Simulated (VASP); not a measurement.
Calculation: PBE GGA, VASP's PBE PAW potentials (set 64) (plane waves; VASP).

The input files of a VASP run:

**POSCAR**
```
CsPbBr3
1
    8.5764310000     0.0000000000     0.0000000000
    0.0000000000    12.0511540000     0.0000000000
    0.0000000000     0.0000000000     8.2185460000
Cs Pb Br
4 4 12
Direct
  0.4398400000   0.2500000000   0.5194500000
  0.5601600000   0.7500000000   0.4805500000
  0.0601600000   0.7500000000   0.0194500000
  0.9398400000   0.2500000000   0.9805500000
  0.0000000000   0.5000000000   0.5000000000
  0.5000000000   0.5000000000   0.0000000000
  0.5000000000   0.0000000000   0.0000000000
  0.0000000000   0.0000000000   0.5000000000
  0.9937400000   0.7500000000   0.5596700000
  0.0062600000   0.2500000000   0.4403300000
  0.5062600000   0.2500000000   0.0596700000
  0.4937400000   0.7500000000   0.9403300000
  0.2010200000   0.0317000000   0.8027900000
  0.7989800000   0.9683000000   0.1972100000
  0.2989800000   0.9683000000   0.3027900000
  0.7010200000   0.0317000000   0.6972100000
  0.7010200000   0.4683000000   0.6972100000
  0.2989800000   0.5317000000   0.3027900000
  0.7989800000   0.5317000000   0.1972100000
  0.2010200000   0.4683000000   0.8027900000
```

**KPOINTS**
```
Automatic mesh
0
Gamma
1 1 1
0 0 0
```

### KPOINTS_OPT
```
k-points along high-symmetry lines
5
Line-mode
Reciprocal
  0.000000   0.000000   0.000000 ! GAMMA
  0.500000   0.000000   0.000000 ! X

  0.500000   0.000000   0.000000 ! X
  0.500000   0.500000   0.000000 ! S

  0.500000   0.500000   0.000000 ! S
  0.000000   0.500000   0.000000 ! Y

  0.000000   0.500000   0.000000 ! Y
  0.000000   0.000000   0.000000 ! GAMMA

  0.000000   0.000000   0.000000 ! GAMMA
  0.000000   0.000000   0.500000 ! Z

  0.000000   0.000000   0.500000 ! Z
  0.500000   0.000000   0.500000 ! U

  0.500000   0.000000   0.500000 ! U
  0.500000   0.500000   0.500000 ! R

  0.500000   0.500000   0.500000 ! R
  0.000000   0.500000   0.500000 ! T

  0.000000   0.500000   0.500000 ! T
  0.000000   0.000000   0.500000 ! Z

  0.500000   0.000000   0.000000 ! X
  0.500000   0.000000   0.500000 ! U

  0.000000   0.500000   0.000000 ! Y
  0.000000   0.500000   0.500000 ! T

  0.500000   0.500000   0.000000 ! S
  0.500000   0.500000   0.500000 ! R
```

INCAR:
```
! general
SYSTEM   =  CsPbBr3
PREC     =  Accurate
ENCUT    =  300
LREAL    =  Auto
LASPH    =  .True.

! electronic loop
EDIFF    =  1E-6
NELM     =  100
ALGO     =  Normal
LMAXMIX  =  4

! smearing
ISMEAR   =  0
SIGMA    =  0.01

! functional
GGA      =  PE

! ions
ISIF     =  2

! output
LWAVE    =  .False.
LCHARG   =  .False.
```

POTCAR, in this order: Cs_sv Pb_d Br (PBE.64 set). Program: vasp_std.

Output

### OSZICAR
```
       N       E                     dE             d eps       ncg     rms          rms(c)
DAV:   1     0.134121224194E+04    0.13412E+04   -0.55510E+04   218   0.958E+02
DAV:   2     0.117005215278E+03   -0.12242E+04   -0.11891E+04   259   0.288E+02
DAV:   3    -0.581225498500E+02   -0.17513E+03   -0.17323E+03   276   0.131E+02
DAV:   4    -0.645639239909E+02   -0.64414E+01   -0.64287E+01   236   0.322E+01
DAV:   5    -0.648365300272E+02   -0.27261E+00   -0.27248E+00   276   0.565E+00    0.749E+00
DAV:   6    -0.615154985281E+02    0.33210E+01   -0.58130E+00   292   0.990E+00    0.441E+00
DAV:   7    -0.611670055162E+02    0.34849E+00   -0.29533E+00   284   0.435E+00    0.230E+00
DAV:   8    -0.612206867916E+02   -0.53681E-01   -0.29752E-01   260   0.206E+00    0.672E-01
DAV:   9    -0.612258608002E+02   -0.51740E-02   -0.51583E-02   268   0.784E-01    0.210E-01
DAV:  10    -0.612279070799E+02   -0.20463E-02   -0.57001E-03   251   0.208E-01    0.134E-01
DAV:  11    -0.612292323113E+02   -0.13252E-02   -0.14250E-03   252   0.126E-01    0.181E-02
DAV:  12    -0.612292695367E+02   -0.37225E-04   -0.75555E-05   298   0.389E-02    0.907E-03
DAV:  13    -0.612292762363E+02   -0.66996E-05   -0.89442E-06   244   0.117E-02    0.304E-03
DAV:  14    -0.612292769747E+02   -0.73833E-06   -0.74690E-07   156   0.308E-03
   1 F= -.61229277E+02 E0= -.61229277E+02  d E =-.833392E-49
       N       E                     dE             ncg
       N       E                     dE             ncg
       N       E                     dE             ncg
       N       E                     dE             ncg
       N       E                     dE             ncg
       N       E                     dE             ncg
       N       E                     dE             ncg
       N       E                     dE             ncg
       N       E                     dE             ncg
       N       E                     dE             ncg
       N       E                     dE             ncg
       N       E                     dE             ncg
       N       E                     dE             ncg
       N       E                     dE             ncg
       N       E                     dE             ncg
       N       E                     dE             ncg
       N       E                     dE             ncg
       N       E                     dE             ncg
       N       E                     dE             ncg
       N       E                     dE             ncg
       N       E                     dE             ncg
       N       E                     dE             ncg
       N       E                     dE             ncg
       N       E                     dE             ncg
       N       E                     dE             ncg
       N       E                     dE             ncg
       N       E                     dE             ncg
       N       E                     dE             ncg
       N       E                     dE             ncg
       N       E                     dE             ncg
       N       E                     dE             ncg
       N       E                     dE             ncg
       N       E                     dE             ncg
       N       E                     dE             ncg
       N       E                     dE             ncg
       N       E                     dE             ncg
       N       E                     dE             ncg
       N       E                     dE             ncg
       N       E                     dE             ncg
       N       E                     dE             ncg
       N       E                     dE             ncg
       N       E                     dE             ncg
       N       E                     dE             ncg
       N       E                     dE             ncg
       N       E                     dE             ncg
       N       E                     dE             ncg
       N       E                     dE             ncg
       N       E                     dE             ncg
       N       E                     dE             ncg
       N       E                     dE             ncg
       N       E                     dE             ncg
       N       E                     dE             ncg
       N       E                     dE             ncg
       N       E                     dE             ncg
       N       E                     dE             ncg
       N       E                     dE             ncg
       N       E                     dE             ncg
       N       E                     dE             ncg
       N       E                     dE             ncg
       N       E                     dE             ncg
```

OUTCAR:
```
------------------------ aborting loop because EDIFF is reached ----------------------------------------
  FORCE on cell =-STRESS in cart. coord.  units (eV):
  Direction    XX          YY          ZZ          XY          YZ          ZX
  --------------------------------------------------------------------------------------
  Total        6.1752733      1.3712442      6.8887792      0.0000000      0.0000000      0.0000000
  in kB       11.6476026      2.5863968     12.9933944      0.0000000      0.0000000      0.0000000
  external PRESSURE =       9.0757979 kB  Pullay stress =       0.0000000 kB
  volume of cell :      849.44
      direct lattice vectors                 reciprocal lattice vectors
     8.576431000  0.000000000  0.000000000     0.116598618  0.000000000  0.000000000
     0.000000000 12.051154000  0.000000000     0.000000000  0.082979605  0.000000000
     0.000000000  0.000000000  8.218546000     0.000000000  0.000000000  0.121676024
 POSITION                                       TOTAL-FORCE (eV/Angst)
 -----------------------------------------------------------------------------------
      3.77226      3.01279      4.26912        -0.067034     -0.000000      0.009323
      4.80417      9.03837      3.94942         0.067034      0.000000     -0.009323
      0.51596      9.03837      0.15985         0.067034     -0.000000      0.009323
      8.06047      3.01279      8.05870        -0.067034      0.000000     -0.009323
      0.00000      6.02558      4.10927        -0.000000      0.000000      0.000000
      4.28822      6.02558      0.00000        -0.000000      0.000000      0.000000
      4.28822      0.00000      0.00000        -0.000000      0.000000      0.000000
      0.00000      0.00000      4.10927        -0.000000      0.000000      0.000000
      8.52274      9.03837      4.59967        -0.104773      0.000000      0.175439
      0.05369      3.01279      3.61887         0.104773      0.000000     -0.175439
      4.34190      3.01279      0.49040         0.104773      0.000000      0.175439
      4.23453      9.03837      7.72815        -0.104773      0.000000     -0.175439
      1.72403      0.38202      6.59777        -0.155522      0.217129      0.150782
      6.85240     11.66913      1.62078         0.155522     -0.217129     -0.150782
      2.56418     11.66913      2.48849         0.155522     -0.217129      0.150782
      6.01225      0.38202      5.73005        -0.155522      0.217129     -0.150782
      6.01225      5.64356      5.73005        -0.155522     -0.217129     -0.150782
      2.56418      6.40760      2.48849         0.155522      0.217129      0.150782
      6.85240      6.40760      1.62078         0.155522      0.217129     -0.150782
      1.72403      5.64356      6.59777        -0.155522     -0.217129      0.150782
 -----------------------------------------------------------------------------------
    total drift:                               -0.000000     -0.000000      0.000000
  FREE ENERGIE OF THE ION-ELECTRON SYSTEM (eV)
  ---------------------------------------------------
  free  energy   TOTEN  =       -61.2292769747 eV

  energy  without entropy=      -61.2292769747  energy(sigma->0) =      -61.22927697
```
(Selected blocks of OUTCAR.)

At this cut-off the stress carries a Pulay error, which pulls relaxed volumes low.

The structure comes from a computed database's CsPbBr3 entry; how it stands against other phases isn't given here. The cell was not relaxed at this level. The k-mesh is coarse (spacing up to 0.76 per Å, 2π included), so the numbers may not be converged in it. The run is one of a series of settings (KPOINTS 1×1×1 Γ-centred mesh against the base run), some of them coarse on purpose.
